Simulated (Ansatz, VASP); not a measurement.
# Ge3H2: VASP beside Ansatz

Wanted: the spread between two codes on one cell, functional and k mesh. The cell is taken from a series of runs on this material, whose earlier steps may have relaxed, scaled, displaced or heated it; both programs get it as it stands.

Program: Ansatz 0.2.0. Level of theory: plane waves, with VASP 6.6.1 beside it; PBEsol, spin-orbit coupling. Results are calculated unless marked as measured.

**1. Set-up**

The cell holds 10 atoms: 6 Ge and 4 H. Cell: a = 4.001 Å, b = 5.658 Å, c = 36.100 Å, α = 90.0°, β = 90.0°, γ = 90.0°. It derives from Ge. Vacuum lies along c.

Structure file:

```xyz
10
Lattice="4.0008 0.0000 0.0000 0.0000 5.6580 0.0000 0.0000 0.0000 36.1000" Properties=species:S:1:pos:R:3
Ge    0.0000    0.0164   16.0807
Ge    0.0000    4.2426   18.0500
Ge    2.0004    2.8299   18.0500
Ge    2.0004    1.3981   16.0807
Ge    0.0000    0.0164   20.0193
Ge    2.0004    1.3981   20.0193
H     0.0000    4.7723   14.8189
H     2.0004    2.3002   14.8189
H     0.0000    4.7723   21.2811
H     2.0004    2.3002   21.2811
```

**2. VASP: single point, PBEsol, spin-orbit coupling**

A single point takes one fixed geometry, so differences don't come from the geometry; what else differs is listed under the comparison.

Lines of VASP's logs that name or quote its potential files are left out, and so is its time.

Contents of INCAR:

```
SYSTEM = Ge3H2
PREC = Accurate
ENCUT = 410
EDIFF = 1E-06
NELM = 200
ISMEAR = -1
SIGMA = 0.02
LREAL = .FALSE.
ALGO = Normal
GGA = PS
LNONCOLLINEAR = .TRUE.
MAGMOM = 0 0 0 0 0 0 0 0 0 0 0 0 0 0 0 0 0 0 0 0 0 0 0 0 0 0 0 0 0 0
NBANDS = 108
GGA_COMPAT = .FALSE.
LASPH = .TRUE.
LSORBIT = .TRUE.
LORBIT = 11
LWAVE = .FALSE.
LCHARG = .FALSE.
ISIF = 2
LDIPOL = .TRUE.
IDIPOL = 3
DIPOL = 0.5 0.5 0.5
LVHAR = .TRUE.
EFERMI = MIDGAP
NELMDL = -8
KPAR = 2
```

Contents of POSCAR:

```
Ge3H2
1.0
    4.0008101680      0.0000000000      0.0000000000
    0.0000000000      5.6580000000      0.0000000000
    0.0000000000      0.0000000000     36.1000000000
Ge H
6 4
Direct
    0.0000000000      0.0028933732      0.4454476019
    0.0000000000      0.7498390327      0.5000000000
    0.5000000000      0.5001609673      0.5000000000
    0.5000000000      0.2471066268      0.4454476019
    0.0000000000      0.0028933732      0.5545523981
    0.5000000000      0.2471066268      0.5545523981
    0.0000000000      0.8434685722      0.4104954559
    0.5000000000      0.4065314278      0.4104954559
    0.0000000000      0.8434685722      0.5895045441
    0.5000000000      0.4065314278      0.5895045441
```

Contents of KPOINTS:

```
Automatic mesh
0
Gamma
6 4 1
0 0 0
```

Potentials, in the order of the species: Ge_d and H (PBE family, release 64).

Command:

```bash
mpirun -np 2 vasp_ncl
```

Numbers of over 12 decimals in the logs are rounded to 6 here.

What it wrote:

```text
[banner, memory and clock lines left out]
running    2 mpi-ranks, on    1 nodes
 distrk:  each k-point on    1 cores,    2 groups
 distr:  one band on    1 cores,    1 groups

 POSCAR found type information on POSCAR GeH
 POSCAR found :  2 types and      10 ions
|                                                                             |
|               ----> ADVICE to this user running VASP <----                  |
|                                                                             |
|     You enforced a specific xc type in the INCAR file but a different       |
|     [... a line on the potential file left out ...]
|     I HOPE YOU KNOW WHAT YOU ARE DOING!                                     |
|                                                                             |

 LDA part: xc-table for (Slater+PW92), standard interpolation
 POSCAR, INCAR and KPOINTS ok, starting setup
 FFT: planning ... GRIDC
 FFT: planning ... GRID_SOFT
 FFT: planning ... GRID
 WAVECAR not read
 entering main loop
       N       E                     dE             d eps       ncg     rms          rms(c)
DAV:   1     0.717373270397E+03    0.71737E+03   -0.39246E+04  2976   0.173E+03
DAV:   2     0.712269279686E+02   -0.64615E+03   -0.62618E+03  3528   0.391E+02
DAV:   3    -0.360898701201E+02   -0.10732E+03   -0.10602E+03  3744   0.184E+02
DAV:   4    -0.428372396693E+02   -0.67474E+01   -0.67105E+01  2932   0.545E+01
DAV:   5    -0.431052816703E+02   -0.26804E+00   -0.26781E+00  3804   0.973E+00
DAV:   6    -0.431094703787E+02   -0.41887E-02   -0.41862E-02  3688   0.113E+00
DAV:   7    -0.431096235984E+02   -0.15322E-03   -0.15320E-03  3804   0.192E-01
DAV:   8    -0.431096299937E+02   -0.63954E-05   -0.63950E-05  3736   0.361E-02    0.794E+00
DAV:   9    -0.421756327313E+02    0.93400E+00   -0.32498E-01  2920   0.546E+00    0.453E+00
DAV:  10    -0.417440955307E+02    0.43154E+00   -0.11041E+00  2836   0.722E+00    0.741E-01
DAV:  11    -0.417426953863E+02    0.14001E-02   -0.13670E-01  2944   0.502E+00    0.482E-01
DAV:  12    -0.417374167298E+02    0.52787E-02   -0.21762E-02  3132   0.211E+00    0.283E-01
DAV:  13    -0.417362970492E+02    0.11197E-02   -0.11493E-02  2884   0.219E+00    0.128E-01
DAV:  14    -0.417359773897E+02    0.31966E-03   -0.25298E-03  3040   0.171E+00    0.578E-02
[...]
DAV:  23    -0.417379787443E+02   -0.73072E-04   -0.20162E-06  2052   0.779E-03    0.916E-04
DAV:  24    -0.417380088115E+02   -0.30067E-04   -0.91560E-07  1916   0.128E-02    0.119E-03
DAV:  25    -0.417380441126E+02   -0.35301E-04   -0.12780E-06  1912   0.903E-03    0.621E-04
DAV:  26    -0.417380479044E+02   -0.37919E-05   -0.10262E-07  1896   0.350E-03    0.221E-04
DAV:  27    -0.417380517518E+02   -0.38474E-05   -0.95185E-08  1684   0.196E-03    0.177E-04
DAV:  28    -0.417380540603E+02   -0.23085E-05   -0.50861E-08  1808   0.466E-03    0.149E-04
DAV:  29    -0.417380555545E+02   -0.14942E-05   -0.29245E-08  1700   0.161E-03    0.770E-05
DAV:  30    -0.417380560698E+02   -0.51527E-06   -0.12594E-08  1776   0.677E-04
   1 F= -.41738056E+02 E0= -.41738056E+02  d E =-.405535E-13  mag=     0.0000     0.0000     0.0000
```

Parts of OUTCAR (step 2):

```text
ion  position               nearest neighbor table
   1  0.000  0.003  0.445-   7 1.55   4 2.43   4 2.43   2 2.43
   2  0.000  0.750  0.500-   1 2.43   5 2.43   3 2.45   3 2.45
   3  0.500  0.500  0.500-   4 2.43   6 2.43   2 2.45   2 2.45
   4  0.500  0.247  0.445-   8 1.55   1 2.43   1 2.43   3 2.43
   5  0.000  0.003  0.555-   9 1.55   6 2.43   6 2.43   2 2.43
   6  0.500  0.247  0.555-  10 1.55   5 2.43   5 2.43   3 2.43
   7  0.000  0.843  0.410-   1 1.55
   8  0.500  0.407  0.410-   4 1.55
   9  0.000  0.843  0.590-   5 1.55
  10  0.500  0.407  0.590-   6 1.55

  LATTYP: Found a simple orthorhombic cell.
 ALAT       =     4.0008101680
 B/A-ratio  =     1.4142135624
 C/A-ratio  =     9.0231724286

 Subroutine GETGRP returns: Found  8 space group operations
 (whereof  4 operations were pure point group operations)

The static configuration has the point symmetry C_2v.
 The point group associated with its full space group is D_2h.

 Found     12 irreducible k-points:

   k-points           NKPTS =     12   k-points in BZ     NKDIM =     12   number of bands    NBANDS=    108

   dimension x,y,z NGX =    28 NGY =   40 NGZ =  240
   dimension x,y,z NGXF=    56 NGYF=   80 NGZF=  480

   ENCUT  =  410.0 eV  30.13 Ry    5.49 a.u.   6.61  9.34 59.60*2*pi/ulx,y,z

   NELECT =      88.0000    total number of electrons

 k-points in reciprocal lattice and weights: Automatic mesh
   0.00000000  0.00000000  0.00000000       0.042
   0.16666667  0.00000000  0.00000000       0.083
   0.33333333  0.00000000  0.00000000       0.083
   0.50000000  0.00000000  0.00000000       0.042
   0.00000000  0.25000000  0.00000000       0.083
   0.16666667  0.25000000  0.00000000       0.167
   0.33333333  0.25000000  0.00000000       0.167
   0.50000000  0.25000000  0.00000000       0.083
   0.00000000  0.50000000  0.00000000       0.042
   0.16666667  0.50000000  0.00000000       0.083
   0.33333333  0.50000000  0.00000000       0.083
   0.50000000  0.50000000  0.00000000       0.042

 dipolmoment           0.000000      0.000000     -0.000000 electrons x Angstroem

 average (electrostatic) potential at core
       1 -81.5089       2 -81.5296       3 -81.5296       4 -81.5089       5 -81.5089
       6 -81.5089       7 -39.1085       8 -39.1085       9 -39.1085      10 -39.1085

 E-fermi :  -2.3507

 k-point     1 :       0.0000    0.0000    0.0000
  band No.  band energies     occupation
    ...
     84      -4.0703      1.00000
     85      -4.0092      1.00000
     86      -4.0092      1.00000
     87      -2.9210      1.00000
     88      -2.9210      1.00000
     89      -1.4617      0.00000
     90      -1.4617      0.00000
     91      -1.0712      0.00000
     92      -1.0712      0.00000
     93      -0.6381      0.00000
    ...

 k-point     2 :       0.1667    0.0000    0.0000
  band No.  band energies     occupation
    ...
     84      -4.5028      1.00000
     85      -4.3438      1.00000
     86      -4.3438      1.00000
     87      -4.2192      1.00000
     88      -4.2192      1.00000
     89      -0.6344      0.00000
     90      -0.6344      0.00000
     91      -0.1413      0.00000
     92      -0.1413      0.00000
     93      -0.0133      0.00000
    ...

 k-point     3 :       0.3333    0.0000    0.0000
  band No.  band energies     occupation
    ...
     84      -5.4943      1.00000
     85      -5.0965      1.00000
     86      -5.0965      1.00000
     87      -4.6058      1.00000
     88      -4.6058      1.00000
     89      -0.9852      0.00000
     90      -0.9852      0.00000
     91      -0.9563      0.00000
     92      -0.9563      0.00000
     93      -0.1289      0.00000
    ...

  Total       -0.3901152     -0.9345203     -0.6484245      0.0000000      0.0000000      0.0000000
  in kB       -0.7648660     -1.8322353     -1.2713114      0.0000000      0.0000000      0.0000000
  external PRESSURE =      -1.2894709 kB  Pullay stress =       0.0000000 kB

  energy-cutoff  :      410.00
  volume of cell :      817.18
      direct lattice vectors                 reciprocal lattice vectors
     4.000810168  0.000000000  0.000000000     0.249949375  0.000000000  0.000000000
     0.000000000  5.658000000  0.000000000     0.000000000  0.176740898  0.000000000
     0.000000000  0.000000000 36.100000000     0.000000000  0.000000000  0.027700831

 POSITION                                       TOTAL-FORCE (eV/Angst)
 -----------------------------------------------------------------------------------
      0.00000      0.01637     16.08066         0.000000     -0.017848      0.002390
      0.00000      4.24259     18.05000         0.000000      0.003270     -0.000000
      2.00041      2.82991     18.05000         0.000000     -0.003270     -0.000000
      2.00041      1.39813     16.08066        -0.000000      0.017848      0.002390
      0.00000      0.01637     20.01934         0.000000     -0.017848     -0.002390
      2.00041      1.39813     20.01934        -0.000000      0.017848     -0.002390
      0.00000      4.77235     14.81889         0.000000      0.012992      0.010371
      2.00041      2.30015     14.81889         0.000000     -0.012992      0.010371
      0.00000      4.77235     21.28111         0.000000      0.012992     -0.010371
      2.00041      2.30015     21.28111         0.000000     -0.012992     -0.010371
 -----------------------------------------------------------------------------------
    total drift:                                0.000000      0.000000      0.000000

  FREE ENERGIE OF THE ION-ELECTRON SYSTEM (eV)
  ---------------------------------------------------
  free  energy   TOTEN  =       -41.7380560698 eV

  energy  without entropy=      -41.7380560698  energy(sigma->0) =      -41.73805607

 vacuum level on the upper side and lower side of the slab         1.573         1.573

 Spin-Orbit-Coupling matrix elements
 Ion:    1  E_soc:     -0.0178674
 Ion:    2  E_soc:     -0.0179963
 Ion:    3  E_soc:     -0.0179963
 Ion:    4  E_soc:     -0.0178674
 Ion:    5  E_soc:     -0.0178674
 Ion:    6  E_soc:     -0.0178674
 Ion:    7  E_soc:      0.0000001
 Ion:    8  E_soc:      0.0000001
 Ion:    9  E_soc:      0.0000001
 Ion:   10  E_soc:      0.0000001

 total charge
# of ion       s       p       d       tot
------------------------------------------
    1        1.098   1.351  10.036  12.486
    2        1.113   1.288  10.023  12.424
    3        1.113   1.288  10.023  12.424
    4        1.098   1.351  10.036  12.486
    5        1.098   1.351  10.036  12.486
    6        1.098   1.351  10.036  12.486
    7        0.525   0.012   0.000   0.538
    8        0.525   0.012   0.000   0.538
    9        0.525   0.012   0.000   0.538
   10        0.525   0.012   0.000   0.538
--------------------------------------------------
tot          8.722   8.030  60.192  76.944

 magnetization (x)
# of ion       s       p       d       tot
------------------------------------------
    1        0.000   0.000   0.000   0.000
    2        0.000   0.000   0.000   0.000
    3        0.000   0.000   0.000   0.000
    4       -0.000  -0.000  -0.000  -0.000
    5       -0.000  -0.000  -0.000  -0.000
    6        0.000   0.000   0.000   0.000
    7        0.000   0.000   0.000   0.000
    8       -0.000  -0.000   0.000  -0.000
    9       -0.000  -0.000   0.000  -0.000
   10        0.000   0.000   0.000   0.000
--------------------------------------------------
tot          0.000  -0.000  -0.000  -0.000

 magnetization (y)
# of ion       s       p       d       tot
------------------------------------------
    1        0.000   0.000  -0.000   0.000
    2        0.000   0.000   0.000   0.000
    3        0.000   0.000   0.000   0.000
    4       -0.000  -0.000   0.000  -0.000
    5        0.000  -0.000   0.000  -0.000
    6        0.000   0.000  -0.000   0.000
    7        0.000   0.000   0.000   0.000
    8        0.000   0.000   0.000   0.000
    9        0.000   0.000   0.000   0.000
   10        0.000  -0.000   0.000  -0.000
--------------------------------------------------
tot          0.000   0.000   0.000   0.000

 magnetization (z)
# of ion       s       p       d       tot
------------------------------------------
    1        0.000  -0.000   0.000   0.000
    2        0.000   0.000   0.000   0.000
    3        0.000   0.000   0.000   0.000
    4        0.000  -0.000   0.000  -0.000
    5        0.000  -0.000   0.000   0.000
    6        0.000  -0.000   0.000  -0.000
    7       -0.000   0.000   0.000  -0.000
    8       -0.000   0.000   0.000  -0.000
    9       -0.000   0.000   0.000  -0.000
   10       -0.000   0.000   0.000  -0.000
--------------------------------------------------
tot          0.000  -0.000   0.000  -0.000

[... 3 further parts left out ...]
```

(Part 1 of 2 ends here.)

[Lines on the potential files, build, host, timing and source positions are cut from VASP's logs without a mark.]

[Logs are printed without paths, hosts, clocks, repeated set-up lines and the standing remarks that a program may print on its own settings, such as how far it seeks lower states.]

[Hosts, paths, dates, database ids (printed as entryN), source tags and the programs' standing remarks are cut or masked in the printed files.]
